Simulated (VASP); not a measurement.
A VASP calculation is set up with these files.

**POSCAR**
```
ZrC
3.3964850
  0.0000000000   0.7071068733   0.7071068733
  0.7071068733   0.0000000000   0.7071068733
  0.7071068733   0.7071068733   0.0000000000
Zr C
1 1
Cartesian
  0.0000000000   0.0000000000   0.0000000000
  0.7071068733   0.7071068733   0.7071068733
```

KPOINTS:
```
Regular mesh
0
G
  13 13 13
0 0 0
```

### INCAR
```
PREC  =  Accurate
NELM  =  100   # most electronic steps
LMAXMIX  =  4   # l cut-off of mixed one-centre charges
ISIF  =  2   # forces and stress, cell fixed
SIGMA  =  0.1   # width (eV)
GGA  =  PE   # PBE
ALGO  =  Normal   # blocked Davidson
LREAL  =  .FALSE.   # projection in real space or not
EDIFF  =  1E-7
ENCUT  =  520
ISMEAR  =  1   # Methfessel-Paxton
LASPH  =  .TRUE.   # aspherical one-centre terms
LWAVE  =  .FALSE.
LCHARG  =  .FALSE.
SYSTEM  =  ZrC
```

POTCAR, in this order: Zr_sv C (PBE.64 set). Program: vasp_std.

**Question.** Translate this PBE calculation to Quantum ESPRESSO's pw.x.

**Answer.** One equivalent input (not run):
```
&CONTROL
  calculation = 'scf'
  pseudo_dir = './pseudo'
  outdir = './out'
  tprnfor = .true.
  tstress = .true.
/
&SYSTEM
  ibrav = 0
  nat = 2
  ntyp = 2
  ecutwfc = 82
  occupations = 'smearing'
  smearing = 'methfessel-paxton'
  degauss = 0.00735
  input_dft = 'pbe'
/
&ELECTRONS
  conv_thr = 7.3e-09
  electron_maxstep = 100
/
ATOMIC_SPECIES
  Zr 91.224 Zr.upf
  C 12.011 C.upf
CELL_PARAMETERS angstrom
     0.0000000    2.4016779    2.4016779
     2.4016779    0.0000000    2.4016779
     2.4016779    2.4016779    0.0000000
ATOMIC_POSITIONS crystal
  Zr   0.0000000  0.0000000  0.0000000
  C    0.5000000  0.5000000  0.5000000
K_POINTS automatic
  13 13 13 0 0 0
```
The two are equivalent in intent, not identical: the potentials are each code's own (VASP's PAW set, PseudoDojo norm-conserving files in pw.x), so ENCUT and ecutwfc are chosen apart and not converted; conv_thr bounds pw.x's estimated SCF error, while EDIFF bounds the energy change between steps.

The compound is ZrC in the rock salt structure. This cell is one point of a volume scan, at 1.06 of the reference volume.
